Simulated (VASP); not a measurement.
Input:

```
CELL_PARAMETERS angstrom
      3.68727    -2.12908     0.00336
      3.68727     2.12908     0.00336
     -0.00586     0.00000     7.12180
ATOMIC_POSITIONS crystal
  Zn 0.33334 0.33334 0.01523
  Cd 0.66667 0.66667 0.47660
  Te 0.33331 0.33331 0.64709
  Se 0.66668 0.66668 0.10909
```

These are PBEsol GGA, VASP's PBE PAW potentials (set 64) (plane waves; VASP) values and carry that method's errors. Numerical set-up: 400 eV cut-off, Gaussian smearing of 0.050 eV, potentials Zn Cd Te Se.

Problem. Give the energies of bands 12 to 21 at the high-symmetry points, in eV from the Fermi level.

Solution. 
| band | Γ | C | Y2 | M2 | D | A | V2 |
|---|---|---|---|---|---|---|---|
| 12 | -7.06 | -6.90 | -6.95 | -6.95 | -6.89 | -7.06 | -6.95 |
| 13 | -5.49 | -5.05 | -5.32 | -5.54 | -5.42 | -3.73 | -5.32 |
| 14 | -1.75 | -4.36 | -4.39 | -4.85 | -4.73 | -3.51 | -4.39 |
| 15 | -1.75 | -4.03 | -3.58 | -2.60 | -3.70 | -1.66 | -3.58 |
| 16 | -0.86 | -2.92 | -2.78 | -2.27 | -2.84 | -1.66 | -2.78 |
| 17 | -0.11 | -2.51 | -2.17 | -1.99 | -1.98 | -0.15 | -2.17 |
| 18 | 0.00 | -2.31 | -0.97 | -1.29 | -1.66 | -0.15 | -0.97 |
| 19 | 0.00 | 2.77 | 1.83 | 1.53 | 2.38 | 0.87 | 1.83 |
| 20 | 2.07 | 3.83 | 2.63 | 2.12 | 2.80 | 2.90 | 2.63 |
| 21 | 4.53 | 4.14 | 3.76 | 3.25 | 4.14 | 4.13 | 3.76 |

It has no gap at this level: it comes out as a metal or semimetal.

The structure comes from a computed database's ZnCdTeSe entry (Cm); how it stands against other phases isn't given here. It was relaxed first, which changed the volume by -6 %. The relaxed cell has space group P3m1.
